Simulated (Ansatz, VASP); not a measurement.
# TaN in two plane-wave programs, part 3 of 3

Wanted: the spread between two codes on one cell, functional and k mesh. The cell is taken from a series of runs on this material, whose earlier steps may have relaxed, scaled, displaced or heated it; both programs get it as it stands.

VASP 6.6.1 and Ansatz 0.2.0.

So far: Starting point; Ansatz: zone-centre phonons, PBEsol; VASP: zone-centre phonons, PBEsol.

## Step 3: VASP: zone-centre phonons, PBEsol (continued)

Level of this step: PBEsol; plane waves and PAW (N, Ta_pv) (VASP).

Numbers of over 12 decimals in the logs are rounded to 6 here.

OUTCAR, selected parts (step 3):

```text
ion  position               nearest neighbor table
   1  0.500  0.000  0.000-   5 2.11   6 2.11   5 2.11   6 2.11   4 2.65   4 2.65
   2  0.500  0.500  0.000-   5 2.11   6 2.11   5 2.11   6 2.11   4 2.65   4 2.65
   3  0.000  0.500  0.000-   5 2.11   6 2.11   5 2.11   6 2.11   4 2.65   4 2.65
   4  0.000  0.000  0.000-   2 2.65   3 2.65   3 2.65   2 2.65   1 2.65   1 2.65   6 3.39   5 3.39
                             6 3.39   5 3.39   6 3.39   6 3.39   5 3.39   5 3.39   6 3.39   5 3.39
   5  0.333  0.667  0.500-   1 2.11   1 2.11   3 2.11   3 2.11   2 2.11   2 2.11   6 3.06   6 3.06
                             6 3.06   4 3.39   4 3.39   4 3.39   4 3.39   4 3.39   4 3.39
   6  0.667  0.333  0.500-   1 2.11   1 2.11   3 2.11   3 2.11   2 2.11   2 2.11   5 3.06   5 3.06
                             5 3.06   4 3.39   4 3.39   4 3.39   4 3.39   4 3.39   4 3.39

  LATTYP: Found a hexagonal cell.
 ALAT       =     5.2917601536
 C/A-ratio  =     0.5518280628

 Subroutine GETGRP returns: Found 24 space group operations
 (whereof 24 operations were pure point group operations)

The static configuration has the point symmetry D_6h.

 Found     84 irreducible k-points:

   k-points           NKPTS =     84   k-points in BZ     NKDIM =     84   number of bands    NBANDS=     30

   dimension x,y,z NGX =    42 NGY =   42 NGZ =   24
   dimension x,y,z NGXF=    84 NGYF=   84 NGZF=   48

   ENCUT  =  600.0 eV  44.10 Ry    6.64 a.u.  10.57 10.57  5.83*2*pi/ulx,y,z

   NELECT =      48.0000    total number of electrons

 k-points in reciprocal lattice and weights: Automatic mesh
   0.00000000  0.00000000  0.00000000       0.001
   0.11111111  0.00000000  0.00000000       0.006
   0.22222222 -0.00000000  0.00000000       0.006
   0.33333333  0.00000000  0.00000000       0.006
   0.44444444 -0.00000000  0.00000000       0.006
   0.11111111  0.11111111  0.00000000       0.006
   0.22222222  0.11111111  0.00000000       0.012
   0.33333333  0.11111111  0.00000000       0.012
   0.44444444  0.11111111  0.00000000       0.006
[...]
-----------------------------------------------------------------------------------
    total drift:                                0.000000      0.000000     -0.000000

 Eigenvectors and eigenvalues of the dynamical matrix
 ----------------------------------------------------

   1 f  =   26.309436 THz   165.307064 2PiTHz  877.588332 cm-1   108.807037 meV
             X         Y         Z           dx          dy          dz
      2.645880  0.000000  0.000000     0.000000   -0.577350    0.000000
      1.322940  2.291399  0.000000    -0.500000    0.288675    0.000000
     -1.322940  2.291399  0.000000     0.500000    0.288675   -0.000000
      0.000000  0.000000  0.000000     0.000000   -0.000000    0.000000
     -0.000000  3.055199  1.460071     0.000000   -0.000000   -0.000000
      2.645880  1.527600  1.460071     0.000000   -0.000000   -0.000000

   2 f  =   20.684487 THz   129.964463 2PiTHz  689.960210 cm-1    85.544125 meV
             X         Y         Z           dx          dy          dz
      2.645880  0.000000  0.000000    -0.100775    0.000011   -0.000000
      1.322940  2.291399  0.000000     0.571732   -0.388273    0.000000
     -1.322940  2.291399  0.000000     0.571742    0.388277    0.000000
      0.000000  0.000000  0.000000    -0.030863   -0.000000   -0.000000
     -0.000000  3.055199  1.460071    -0.129635   -0.000002    0.000000
      2.645880  1.527600  1.460071    -0.129635   -0.000002   -0.000000

   3 f  =   20.684487 THz   129.964463 2PiTHz  689.960210 cm-1    85.544125 meV
             X         Y         Z           dx          dy          dz
      2.645880  0.000000  0.000000     0.000001    0.795908   -0.000000
      1.322940  2.291399  0.000000    -0.388283    0.123401   -0.000000
     -1.322940  2.291399  0.000000     0.388267    0.123390   -0.000000
      0.000000  0.000000  0.000000     0.000000   -0.030863    0.000000
     -0.000000  3.055199  1.460071     0.000002   -0.129635    0.000000
      2.645880  1.527600  1.460071     0.000002   -0.129635   -0.000000

   4 f  =   17.156251 THz   107.795902 2PiTHz  572.270923 cm-1    70.952520 meV
             X         Y         Z           dx          dy          dz
      2.645880  0.000000  0.000000    -0.000000    0.000000    0.704766
      1.322940  2.291399  0.000000     0.000000   -0.000000   -0.709425
     -1.322940  2.291399  0.000000     0.000000    0.000000    0.004659
      0.000000  0.000000  0.000000    -0.000000   -0.000000   -0.000000
     -0.000000  3.055199  1.460071     0.000000   -0.000000   -0.000000
      2.645880  1.527600  1.460071    -0.000000   -0.000000   -0.000000

   5 f  =   17.156251 THz   107.795902 2PiTHz  572.270923 cm-1    70.952520 meV
             X         Y         Z           dx          dy          dz
      2.645880  0.000000  0.000000    -0.000000    0.000000    0.412277
      1.322940  2.291399  0.000000     0.000000   -0.000000    0.404207
     -1.322940  2.291399  0.000000    -0.000000   -0.000000   -0.816483
      0.000000  0.000000  0.000000    -0.000000   -0.000000    0.000000
     -0.000000  3.055199  1.460071    -0.000000    0.000000    0.000000
      2.645880  1.527600  1.460071    -0.000000    0.000000    0.000000

   6 f  =   16.579190 THz   104.170125 2PiTHz  553.022260 cm-1    68.565991 meV
             X         Y         Z           dx          dy          dz
      2.645880  0.000000  0.000000    -0.000000   -0.000000   -0.553189
      1.322940  2.291399  0.000000     0.000000    0.000000   -0.553189
     -1.322940  2.291399  0.000000    -0.000000    0.000000   -0.553189
      0.000000  0.000000  0.000000    -0.000000    0.000000    0.068761
     -0.000000  3.055199  1.460071    -0.000000    0.000000    0.196491
      2.645880  1.527600  1.460071     0.000000   -0.000000    0.196491

   7 f  =    6.628864 THz    41.650382 2PiTHz  221.115107 cm-1    27.414767 meV
             X         Y         Z           dx          dy          dz
      2.645880  0.000000  0.000000     0.000000   -0.000000    0.000000
      1.322940  2.291399  0.000000    -0.000000   -0.000000   -0.000000
     -1.322940  2.291399  0.000000     0.000000   -0.000000   -0.000000
      0.000000  0.000000  0.000000     0.000000   -0.000000   -0.000000
     -0.000000  3.055199  1.460071     0.707107   -0.000005   -0.000000
      2.645880  1.527600  1.460071    -0.707107    0.000005   -0.000000

   8 f  =    6.628864 THz    41.650382 2PiTHz  221.115107 cm-1    27.414767 meV
             X         Y         Z           dx          dy          dz
      2.645880  0.000000  0.000000    -0.000000   -0.000000    0.000000
      1.322940  2.291399  0.000000     0.000000    0.000000   -0.000000
     -1.322940  2.291399  0.000000    -0.000000    0.000000   -0.000000
      0.000000  0.000000  0.000000    -0.000000    0.000000   -0.000000
     -0.000000  3.055199  1.460071     0.000005    0.707107    0.000000
      2.645880  1.527600  1.460071    -0.000005   -0.707107   -0.000000

   9 f  =    5.368708 THz    33.732585 2PiTHz  179.080812 cm-1    22.203181 meV
             X         Y         Z           dx          dy          dz
      2.645880  0.000000  0.000000    -0.451997    0.000000   -0.000000
      1.322940  2.291399  0.000000    -0.102919   -0.201551    0.000000
     -1.322940  2.291399  0.000000    -0.102909    0.201535   -0.000000
      0.000000  0.000000  0.000000    -0.613022   -0.000015    0.000000
     -0.000000  3.055199  1.460071     0.398423    0.000010   -0.000000
      2.645880  1.527600  1.460071     0.398423    0.000010    0.000000

  10 f  =    5.368708 THz    33.732585 2PiTHz  179.080812 cm-1    22.203181 meV
             X         Y         Z           dx          dy          dz
      2.645880  0.000000  0.000000    -0.000011   -0.013447   -0.000000
      1.322940  2.291399  0.000000     0.201541    0.335631    0.000000
     -1.322940  2.291399  0.000000    -0.201546    0.335640    0.000000
      0.000000  0.000000  0.000000    -0.000015    0.613022   -0.000000
     -0.000000  3.055199  1.460071     0.000010   -0.398423    0.000000
      2.645880  1.527600  1.460071     0.000010   -0.398423   -0.000000

  11 f  =    4.917014 THz    30.894510 2PiTHz  164.013933 cm-1    20.335127 meV
             X         Y         Z           dx          dy          dz
      2.645880  0.000000  0.000000    -0.000000    0.000000   -0.000000
      1.322940  2.291399  0.000000    -0.000000   -0.000000   -0.000000
     -1.322940  2.291399  0.000000     0.000000   -0.000000   -0.000000
      0.000000  0.000000  0.000000    -0.000000   -0.000000   -0.000000
     -0.000000  3.055199  1.460071     0.000000    0.000000    0.707107
      2.645880  1.527600  1.460071     0.000000    0.000000   -0.707107

  12 f  =    3.239949 THz    20.357200 2PiTHz  108.073064 cm-1    13.399346 meV
             X         Y         Z           dx          dy          dz
      2.645880  0.000000  0.000000    -0.000000   -0.000000    0.057994
      1.322940  2.291399  0.000000    -0.000000   -0.000000    0.057994
     -1.322940  2.291399  0.000000    -0.000000    0.000000    0.057994
      0.000000  0.000000  0.000000    -0.000000   -0.000000   -0.828239
     -0.000000  3.055199  1.460071    -0.000000    0.000000    0.389827
      2.645880  1.527600  1.460071    -0.000000    0.000000    0.389827

  13 f  =    0.000950 THz     0.005966 2PiTHz    0.031675 cm-1     0.003927 meV
             X         Y         Z           dx          dy          dz
      2.645880  0.000000  0.000000    -0.090972    0.125120   -0.000000
      1.322940  2.291399  0.000000    -0.091022    0.125098   -0.000000
     -1.322940  2.291399  0.000000    -0.090977    0.125065   -0.000000
      0.000000  0.000000  0.000000    -0.327496    0.450245   -0.000000
     -0.000000  3.055199  1.460071    -0.327045    0.449625   -0.000000
      2.645880  1.527600  1.460071    -0.327045    0.449625   -0.000000
    [... 43 further lines ...]
     -0.000000  3.055199  1.460071     0.000000   -0.000000   -0.000000
      2.645880  1.527600  1.460071     0.000000    0.000000    0.000000

 ELASTIC MODULI CONTR FROM IONIC RELAXATION (kBar)
 Direction    XX          YY          ZZ          XY          YZ          ZX
 --------------------------------------------------------------------------------
 XX        -198.2289    198.2289      0.0000      0.0000      0.0000      0.0000
 YY         198.2289   -198.2289      0.0000     -0.0000     -0.0000     -0.0000
 ZZ           0.0000      0.0000      0.0000      0.0000      0.0000      0.0000
 XY           0.0000     -0.0000      0.0000   -198.2289      0.0000      0.0000
 YZ           0.0000     -0.0000      0.0000      0.0000     -0.0000     -0.0000
 ZX           0.0000     -0.0000      0.0000      0.0000     -0.0000     -0.0000
 --------------------------------------------------------------------------------
```

## Step 4: Side by side

Known differences besides the potentials themselves: the data sets hold 54 valence electrons in Ansatz (on its PAW soft_1 files) and 48 in VASP; the cutoff is 420 eV in Ansatz and 600 eV in VASP; Ansatz makes its cores anew for this functional, VASP keeps those of its PBE data sets. Total energies have different zeros and are not compared.

The two programs side by side:

| quantity | Ansatz | VASP | difference |
| --- | --- | --- | --- |
| optical mode 1 (imaginary, printed as negative) (cm⁻¹) | -513.1 | -515.9 | +2.7 |
| optical mode 2 to 3 (imaginary, printed as negative) (cm⁻¹) | -224.4 | -227.8 | +3.5 |
| optical mode 4 (cm⁻¹) | 108.3 | 108.1 | +0.23 % |
| optical mode 5 (cm⁻¹) | 163.0 | 164.0 | -0.63 % |
| optical mode 6 to 7 (cm⁻¹) | 181.7 | 179.1 | +1.45 % |
| optical mode 8 to 9 (cm⁻¹) | 220.6 | 221.1 | -0.25 % |
| optical mode 10 (cm⁻¹) | 549.7 | 553.0 | -0.60 % |
| optical mode 11 to 12 (cm⁻¹) | 566.9 | 572.3 | -0.94 % |
| optical mode 13 to 14 (cm⁻¹) | 685.2 | 690.0 | -0.69 % |
| optical mode 15 (cm⁻¹) | 872.7 | 877.6 | -0.56 % |

Modes are paired by rising frequency, not by their patterns, so a pair may set unlike modes beside each other; they are those without the splitting of longitudinal modes.

## Step 5: Results

```yaml
r_m_s_difference_of_the_optical_zone_centre_modes_each_program_s_sorted_by_frequency_zone_centre_phonons_pbesol: 3.5 cm⁻¹
difference_in_optical_mode_6_to_7_zone_centre_phonons_pbesol: +1.4 %
```

**Reading.** The r.m.s. difference of the optical zone-centre modes, each program's sorted by frequency is 3.5 cm⁻¹ (zone-centre phonons, PBEsol). The data sets hold unlike numbers of valence electrons (54 in Ansatz and 48 in VASP), so part of the differences comes from the potentials. Among the rows given in per cent, the largest difference of the zone-centre phonons, PBEsol pair is in optical mode 6 to 7, +1.4 %. How closely two codes agree says nothing of how well the functional describes the real material.

[Lines on the potential files, build, host, timing and source positions are cut from VASP's logs without a mark.]

[Logs are printed without paths, hosts, clocks, repeated set-up lines and the standing remarks that a program may print on its own settings, such as how far it seeks lower states.]

[Hosts, paths, dates, database ids (printed as entryN), source tags and the programs' standing remarks are cut or masked in the printed files.]
